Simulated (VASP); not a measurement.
Given:

```xyz
7
Lattice="4.6142 -2.1644 -0.0208 4.6142 2.1644 -0.0208 3.6152 0.0000 3.5924" Properties=species:S:1:pos:R:3 pbc="T T T"
Ca     0.0000     0.0000     0.0000
C      6.4218     1.4423     1.7754
C      6.0889    -0.7211     2.9793
C      6.7546    -0.7211     0.5715
C      6.4218    -1.4423     1.7754
C      6.7546     0.7211     0.5715
C      6.0889     0.7211     2.9793
```

All values below come from PBEsol GGA, VASP's PBE PAW potentials (set 64) (plane waves; VASP). Settings: 520 eV cut-off, 8×8×8 Γ-centred mesh, first-order Methfessel-Paxton smearing of 0.10 eV, potentials Ca_sv C.

Question: Predict the energy per atom (σ→0), band gap (on the k-mesh) with the smallest direct gap where there is one.

Answer: 
- band gap (on the k-mesh) = none (metal, semimetal or under 0.01 eV)
- energy per atom (σ→0) = -8.661 eV/atom

The absolute energy has meaning only against runs of the same code, potentials and settings.

The compound is CaC6 in the sg166 structure. It was relaxed first. The start is the result of an earlier pass.
